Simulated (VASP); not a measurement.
Here is the system:

```
CELL_PARAMETERS angstrom
      3.97112     0.00000     0.00000
     -1.98556     3.43910     0.00000
      0.00000     0.00000     2.41530
ATOMIC_POSITIONS crystal
  Co 0.00000 0.00000 0.00000
  Co 0.33333 0.66667 0.50000
  Co 0.66667 0.33333 0.50000
```
Starting moments (μB, in the order of the record's atoms Co Co Co): 3.0 3.0 3.0.

Calculation: PBE GGA, VASP's PBE PAW potentials (set 64) (plane waves; VASP). Settings: 300 eV cut-off, 7×7×10 Γ-centred mesh, Fermi-Dirac smearing of 0.10 eV, potentials Co.

Q: Give the spin-up energies of bands 5 to 18 at the high-symmetry points, in eV from the Fermi level.

A: 
```
band      Γ      M      K      A      L      H
----  -----  -----  -----  -----  -----  -----
5     -3.42  -3.64  -3.60  -4.34  -3.64  -3.88
6     -3.42  -3.63  -3.33  -3.60  -3.37  -3.88
7     -3.28  -3.01  -2.57  -2.56  -2.96  -2.79
8     -2.89  -2.83  -2.26  -2.56  -2.47  -2.79
9     -2.41  -2.55  -2.24  -2.52  -2.31  -2.30
10    -2.41  -1.96  -2.24  -2.52  -1.71  -2.30
11    -2.08  -1.79  -2.12  -1.14  -1.55  -2.02
12    -2.08  -1.17  -2.12  -1.14  -1.20  -0.78
13    -1.89  -1.17  -1.20  -0.84  -1.10  -0.68
14    -1.89  -1.09  -1.20  -0.84  -0.75  -0.41
15    -0.77  -0.99  -1.12  -0.21  -0.42  -0.41
16    -0.77  -0.76  -0.98   0.86   1.62   1.61
17     6.24  -0.62  -0.98   1.74   1.89   3.56
18     6.24   0.14  -0.78   9.80   5.13   3.56
```

Q: Give the spin-down energies of bands 5 to 18 at the high-symmetry points, in eV from the Fermi level.

A: 
```
band      Γ      M      K      A      L      H
----  -----  -----  -----  -----  -----  -----
5     -2.30  -2.24  -2.21  -3.11  -2.31  -2.58
6     -2.30  -2.22  -1.96  -3.11  -2.12  -2.58
7     -2.00  -1.52  -1.51  -0.92  -1.26  -1.25
8     -1.33  -1.36  -1.24  -0.92  -0.97  -1.25
9     -0.73  -0.71  -1.24  -0.76  -0.72  -0.75
10    -0.73   0.04  -0.29  -0.76  -0.67  -0.75
11    -0.07   0.04  -0.28   0.79  -0.01  -0.01
12    -0.07   0.09  -0.28   0.79   0.56   1.13
13    -0.06   0.56   0.61   1.01   0.90   1.19
14    -0.06   0.92   0.61   1.01   1.19   1.33
15     1.29   0.92   1.00   1.48   1.35   1.33
16     1.29   0.94   1.00   2.38   2.31   1.78
17     6.94   0.97   1.03   2.90   2.79   4.35
18     6.94   1.27   1.06  10.01   6.03   4.35
```

It has no gap at this level: it comes out as a metal or semimetal.

The structure was generated: Co was put into an ordered model structure, which need not be its known phase. The cell was not relaxed at this level.
